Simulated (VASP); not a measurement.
Here is the system:

```
CELL_PARAMETERS angstrom
      1.86318     1.07571     6.12464
     -1.86318     1.07571     6.12464
      0.00000    -2.15141     6.12464
ATOMIC_POSITIONS crystal
  Ba 0.00000 0.00000 0.00000
  Sr 0.50000 0.50000 0.50000
  O  0.75579 0.75579 0.75579
  O  0.24421 0.24421 0.24421
```

Level of theory: LDA (Ceperley-Alder, Perdew-Zunger), VASP's LDA PAW potentials (set 64) (plane waves; VASP). Run with 520 eV cut-off, 8×8×8 Γ-centred mesh, tetrahedra with Blöchl corrections, potentials Ba_sv Sr_sv O.

Unless said otherwise, spin-orbit coupling is left out, though it shifts the bands of the heavy elements here.

Problem. What does the run give for the energy per atom (σ→0), band gap (on the k-mesh) with the smallest direct gap where there is one?

Solution. 
- band gap (on the k-mesh): 2.30 eV
- smallest direct gap (on the k-mesh): 2.30 eV
- energy per atom (σ→0): -6.598 eV/atom

Only differences to runs with the same potentials and settings are physical.

The structure comes from a computed database's BaSrO2 entry (R-3m); how it stands against other phases isn't given here. It was relaxed first, which changed the volume by -7 %.
